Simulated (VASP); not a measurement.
An input for Ansatz (written as the equivalent of a VASP run, and not itself run):

Ansatz 0.2 input:
```yaml
crystal:
  lattice:
    - [3.2869313, -0.0000000, 0.0000000]
    - [-1.6434657, 2.8465649, 0.0000000]
    - [0.0000000, 0.0000000, 5.8336119]
  atoms:
    - { symbol: Ga, position: [0.0000000, 1.0000000, 1.0000000] }
    - { symbol: Ga, position: [0.0000000, 1.0000000, 0.5000000] }
    - { symbol: P, position: [0.3333330, 0.6666670, 0.2500000] }
    - { symbol: P, position: [0.6666670, 0.3333330, 0.7500000] }
kpoints:
  mp_grid: { grid: [11, 11, 5] }
hamiltonian:
  xc: pbesol
  pseudopotentials: { kind: paw }
scf:
  occupations: { method: methfessel_paxton, width: 0.1 }
  max_iter: 100
relax:
  max_steps: 40
  f_tol: 0.02
  cell: { p_target: 45 }
output: { forces: true, stress: true, eigenvalues: true }
```

**Question.** Translate this input to VASP (INCAR, KPOINTS, POSCAR, choice of POTCAR).

**Answer.** One answer among several that fit: 
File POSCAR:
```
GaP
1.0
  3.2869313112  -0.0000000001   0.0000000000
 -1.6434656559   2.8465648871   0.0000000000
  0.0000000000   0.0000000000   5.8336118767
Ga P
2 2
Cartesian
 -1.6434656559   2.8465648871   5.8336118767
 -1.6434656559   2.8465648871   2.9168059384
 -0.0000016437   1.8977108736   1.4584029692
  1.6434672990   0.9488540134   4.3752089075
```

**KPOINTS**
```
K-points
0
Gamma
11 11 5
```

### INCAR
```
LASPH=.True.   ! aspherical one-centre terms
LMAXMIX=4
SYSTEM=GaP
LREAL=.False.   ! projection in real space or not
ISIF=3
ENCUT=500
ALGO=Normal   ! blocked Davidson
EDIFFG=-0.02   ! ionic stop
PREC=Accurate
SIGMA=0.1
LCHARG=.False.
ISMEAR=1   ! Methfessel-Paxton
EDIFF=1E-6   ! SCF stop (eV)
LWAVE=.False.
GGA=PS   ! PBEsol
NSW=40
IBRION=2   ! conjugate gradients
NELM=100   ! most electronic steps
PSTRESS=450   ! kbar
```

POTCAR, in this order: Ga_d P (PBE.64 set). Program: vasp_std.

Limits of the translation: each code has its own PAW files, so the cut-off isn't converted (ENCUT is set for VASP's; basis.ecutwfc is left out, and Ansatz then takes the one that its files recommend); Ansatz stops its SCF on the density residual and VASP on the energy change (EDIFF).

The structure was generated: GaP was put into the NiAs type type (P6_3/mmc), which need not be its known phase. This run relaxes it under an external pressure of 45 GPa. Symmetry was kept, so distortions that lower it aren't found.
